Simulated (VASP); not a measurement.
# InSb: band structure with PBEsol

**Measured values to compare with.**

“Electronic Structure and Epitaxy of CdTe Shells on InSb Nanowires”, 2021, arxiv:2111.05126 quotes, for a bulk crystal of InSb: band gap 0.24 eV.

The system is InSb.

```
In Sb
1.0
     0.00000    3.26061    3.26061
     3.26061    0.00000    3.26061
     3.26061    3.26061    0.00000
In Sb
1 1
Direct
  0.25000 0.25000 0.25000
  0.00000 0.00000 0.00000
```

The cell is a database's computed one.

| Quantity | Value |
| --- | --- |
| Program | VASP 6.6.1 |
| Task | band structure |
| Functional | PBEsol |
| Potentials or basis | VASP PAW PBE potentials, release 64 (In_d, Sb) |
| Cutoff | 520 eV |
| k mesh | 9 × 9 × 9 |
| Occupations | gaussian, width 0.02 eV |
| Spin | no spin polarisation |
| Further INCAR settings | ALGO = Normal; EDIFF = 1e-06; NBANDS = 16 |

The pressure is 0.0 GPa and the band gap along the path is none (metal or under the smearing width).

Levels at the corners of the path, in eV from the Fermi level:
| point | band 5 | band 6 | band 7 | band 8 | band 9 | band 10 | band 11 | band 12 | band 13 | band 14 |
| --- | --- | --- | --- | --- | --- | --- | --- | --- | --- | --- |
| Γ | -14.42 | -10.63 | -0.38 | -0.01 | -0.01 | -0.01 | 2.93 | 2.93 | 2.93 | 5.54 |
| X | -14.42 | -8.72 | -5.87 | -2.22 | -2.22 | 1.27 | 1.29 | 8.00 | 8.00 | 8.58 |
| X | -14.42 | -8.72 | -5.87 | -2.22 | -2.22 | 1.27 | 1.29 | 8.00 | 8.00 | 8.58 |
| W | -14.42 | -8.68 | -5.77 | -2.82 | -2.69 | 3.41 | 3.91 | 4.13 | 4.85 | 8.85 |
| W | -14.42 | -8.68 | -5.77 | -2.82 | -2.69 | 3.41 | 3.91 | 4.13 | 4.85 | 8.85 |
| K | -14.42 | -8.75 | -5.74 | -3.07 | -1.88 | 1.55 | 3.61 | 6.13 | 6.34 | 6.90 |
| K | -14.42 | -8.75 | -5.74 | -3.07 | -1.88 | 1.55 | 3.61 | 6.13 | 6.34 | 6.90 |
| Γ | -14.42 | -10.63 | -0.38 | -0.01 | -0.01 | -0.01 | 2.93 | 2.93 | 2.93 | 5.54 |
| Γ | -14.42 | -10.63 | -0.38 | -0.01 | -0.01 | -0.01 | 2.93 | 2.93 | 2.93 | 5.54 |
| L | -14.42 | -9.31 | -5.57 | -0.99 | -0.99 | 0.43 | 3.77 | 3.77 | 5.96 | 8.06 |
| L | -14.42 | -9.31 | -5.57 | -0.99 | -0.99 | 0.43 | 3.77 | 3.77 | 5.96 | 8.06 |
| U | -14.42 | -8.75 | -5.74 | -3.07 | -1.88 | 1.55 | 3.61 | 6.13 | 6.34 | 6.90 |
| U | -14.42 | -8.75 | -5.74 | -3.07 | -1.88 | 1.55 | 3.61 | 6.13 | 6.34 | 6.90 |
| W | -14.42 | -8.68 | -5.77 | -2.82 | -2.69 | 3.41 | 3.91 | 4.13 | 4.85 | 8.85 |
| W | -14.42 | -8.68 | -5.77 | -2.82 | -2.69 | 3.41 | 3.91 | 4.13 | 4.85 | 8.85 |
| L | -14.42 | -9.31 | -5.57 | -0.99 | -0.99 | 0.43 | 3.77 | 3.77 | 5.96 | 8.06 |
| L | -14.42 | -9.31 | -5.57 | -0.99 | -0.99 | 0.43 | 3.77 | 3.77 | 5.96 | 8.06 |
| K | -14.42 | -8.75 | -5.74 | -3.07 | -1.88 | 1.55 | 3.61 | 6.13 | 6.34 | 6.90 |
| U | -14.42 | -8.75 | -5.74 | -3.07 | -1.88 | 1.55 | 3.61 | 6.13 | 6.34 | 6.90 |
| X | -14.42 | -8.72 | -5.87 | -2.22 | -2.22 | 1.27 | 1.29 | 8.00 | 8.00 | 8.58 |

Wall time 30 s on 4 MPI ranks on Intel(R) Xeon(R) 6975P-C (Granite Rapids) (shared host), peak memory 0.24 GiB a rank.

Against the measured gap of InSb, 0.24 eV (quoted in “Electronic Structure and Epitaxy of CdTe Shells on InSb Nanowires”, 2021, arxiv:2111.05126), the calculated 0.00 eV is off by -0.24 eV. Spin-orbit coupling on In, Sb is left out. The value is that of PBEsol, without temperature or zero-point motion. Semilocal functionals fall short of measured gaps as a rule. The cell is a database's relaxed one, not the measured one, which moves gaps too.

Caveat: the PAW data sets were made with another functional, which shifts forces and pressure a little; spin-orbit coupling is left out, which moves the levels of the heavy elements; this crystal is a semiconductor, whose small gap the functional closes, so the metal is an error of the method.
